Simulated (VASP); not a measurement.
Given:

```yaml
crystal:
  lattice:
    - [2.32560, -4.02806, 0.00000]
    - [2.32560, 4.02806, 0.00000]
    - [0.00000, 0.00000, 7.11960]
  atoms:
    - { symbol: Pb, position: [0.00000, 0.00000, 0.00000] }
    - { symbol: I, position: [0.33333, 0.66667, 0.26800] }
    - { symbol: I, position: [0.66667, 0.33333, 0.73200] }
```

Calculation: PBE GGA, VASP's PBE PAW potentials (set 64) (plane waves; VASP). Numerical set-up: 400 eV cut-off, 5×5×3 Γ-centred mesh, Gaussian smearing of 0.050 eV, potentials Pb_d I.

Problem. What does the run give for the energy per atom (σ→0)?

Solution. 
```
Item                            Value
---------------------  --------------
energy per atom (σ→0)  -2.863 eV/atom
```

Only differences to runs with the same potentials and settings are physical.

The compound is PbI2 in the 1T layered structure. The cell was not relaxed at this level.
